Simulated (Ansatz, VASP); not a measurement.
## One calculation of Sr2Hf, two programs

```xyz
3
Lattice="5.9576 0.0000 0.0000 -2.9788 5.1594 0.0000 0.0000 0.0000 3.4272" Properties=species:S:1:pos:R:3 pbc="T T T"
Sr    0.0000    3.4396    1.7136
Sr    2.9788    1.7198    1.7136
Hf    0.0000    0.0000    0.0000
```

Alike in both runs: functional PBE; k mesh 6 × 6 × 6; occupations gaussian, width 0.1 eV; no spin polarisation.

Ansatz relaxed the structure, and its values are those at the end. VASP's run is a single point on that final structure, the one shown.

|  | VASP | Ansatz |
| --- | --- | --- |
| version | VASP 6.6.1 | Ansatz 0.2.0 |
| potentials or method | VASP PAW PBE potentials, release 64 (Sr_sv, Hf_pv) | scalar-relativistic, plane waves, PAW |
| plane-wave cutoff (eV) | 520 | 420 |
| valence electrons in the cell | 30 | 46 |

|  | VASP | Ansatz | Ansatz less VASP |
| --- | --- | --- | --- |
| gap on the k mesh at the Fermi level (eV) | none | none | - |
| pressure (GPa) | 0.1 | 0.1 | 0.00 |

A gap of «none» marks a metal or a gap that the smearing closes. The two sets of potentials don't hold the same shells in valence.

Spin-orbit coupling is left out, which matters for the levels of Hf.
